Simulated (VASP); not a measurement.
Calculation: revPBE GGA, VASP's PBE PAW potentials (set 64) (plane waves; VASP 6.6.1).

VASP input:

KPOINTS:
```
Automatic mesh
0
Gamma
9 9 9
0 0 0
```

INCAR:
```
ALGO = Normal
EDIFF = 1E-6
EDIFFG = -0.02
ENCUT = 520
GGA = RE
IBRION = 2
ISIF = 3
ISMEAR = 1
LASPH = .TRUE.
LCHARG = .FALSE.
LMAXMIX = 4
LREAL = .FALSE.
LWAVE = .FALSE.
NELM = 100
NSW = 60
PREC = Accurate
SIGMA = 0.1
SYSTEM = NiSi2
```

### POSCAR
```
NiSi2
1.0
  0.0000000000   2.7302242312   2.7302242312
  2.7302242312   0.0000000000   2.7302242312
  2.7302242312   2.7302242312   0.0000000000
Si Ni
2 1
Cartesian
  1.3651121156   1.3651121156   1.3651121156
  4.0953363468   4.0953363468   4.0953363468
  0.0000000000   0.0000000000   0.0000000000
```

POTCAR, in this order: Si Ni (PBE.64 set). Program: vasp_std.

Task: What does the run give for the energy per atom (σ→0), volume per atom, band gap (on the k-mesh)?

Result: 
```json
{
  "energy per atom (σ→0)": "-5490 meV/atom",
  "band gap (on the k-mesh)": "none (metal, semimetal or under 0.01 eV)",
  "volume_per_atom": "13.68 Å³/atom"
}
```

**OSZICAR**
```
...
DAV:   1    -0.164739278956E+02   -0.53392E-02   -0.44704E-02  1015   0.462E+00    0.687E-01
DAV:   2    -0.164853214557E+02   -0.11394E-01   -0.11818E-01  1117   0.891E+00    0.110E+00
DAV:   3    -0.164689743277E+02    0.16347E-01   -0.53079E-02  1081   0.621E+00    0.916E-02
DAV:   4    -0.164689779843E+02   -0.36567E-05   -0.15316E-03   995   0.270E-01    0.596E-02
DAV:   5    -0.164689308368E+02    0.47148E-04   -0.92942E-05  1223   0.241E-01    0.163E-02
DAV:   6    -0.164689299119E+02    0.92489E-06   -0.13962E-05  1414   0.577E-02    0.376E-03
DAV:   7    -0.164689299873E+02   -0.75444E-07   -0.84185E-07   615   0.946E-03
   3 F= -.16468930E+02 E0= -.16469252E+02  d E =-.105129E-02
```

The compound is NiSi2 in the fluorite structure. This run relaxes it. Symmetry was kept, so distortions that lower it aren't found. The start is the result of an earlier pass. The run is not spin-polarised, so no magnetic state was tried.
